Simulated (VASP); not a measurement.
# P2S: single point with PBE

The system is P2S.

```
CELL_PARAMETERS angstrom
3.45160 0.00000 0.00000
0.00000 3.45160 0.00000
0.00000 0.00000 8.60803
ATOMIC_POSITIONS crystal
P 0.00000 0.50000 0.29739
P 0.00000 0.50000 0.79739
P 0.50000 0.00000 0.70261
P 0.50000 0.00000 0.20261
S 0.00000 0.00000 0.00000
S 0.50000 0.50000 0.50000
```

The cell was built by a generator and needn't be a form met in nature.

The cell isn't the ideal one: species swapped into the ZrO2 type (P4_2/nmc, No. 137).

```json
{
 "Program": "VASP 6.6.1",
 "Task": "single point",
 "Functional": "PBE",
 "Potentials or basis": "VASP PAW PBE potentials, release 64 (P, S)",
 "Cutoff": "520 eV",
 "k mesh": "4 × 4 × 4",
 "Occupations": "gaussian, width 0.1 eV",
 "Spin": "no spin polarisation"
}
```

```
Pressure               : -0.2 GPa
Band gap on the k mesh : none (metal or under the smearing width)
```

Stress tensor (GPa, compression positive):
```
-0.33  0.00  0.00
 0.00 -0.33  0.00
 0.00  0.00 -0.09
```

Levels at points of the mesh, in eV from the Fermi level:
| k point | band 12 | band 13 | band 14 | band 15 | band 16 | band 17 | band 18 | band 19 | band 20 | band 21 |
| --- | --- | --- | --- | --- | --- | --- | --- | --- | --- | --- |
| (0.00, 0.00, 0.00) | -3.10 | -3.10 | -2.70 | -0.87 | 0.17 | 0.17 | 0.67 | 0.86 | 1.16 | 2.65 |
| (0.50, 0.00, 0.00) | -3.27 | -0.61 | -0.61 | -0.51 | -0.51 | 0.85 | 0.85 | 1.56 | 1.56 | 2.05 |
| (0.50, 0.50, 0.00) | -5.69 | -3.39 | -3.39 | -2.15 | -2.15 | -0.66 | -0.66 | 1.77 | 1.77 | 3.70 |
| (0.00, 0.00, 0.50) | -3.22 | -1.78 | -1.78 | -0.85 | -0.85 | -0.23 | -0.23 | 1.08 | 1.08 | 4.46 |
| (0.50, 0.00, 0.50) | -2.91 | -1.72 | -1.72 | -0.68 | -0.68 | 0.98 | 0.98 | 1.11 | 1.11 | 2.26 |
| (0.50, 0.50, 0.50) | -4.95 | -4.95 | -4.95 | -2.63 | -2.63 | 1.59 | 1.59 | 1.59 | 1.59 | 3.73 |

Wall time 24 s on 1 thread of Intel(R) Xeon(R) 6975P-C (Granite Rapids) (shared host), peak memory 0.22 GiB.

Caveat: the k mesh is coarse (spacing up to 0.46 Å⁻¹), so the values aren't converged.
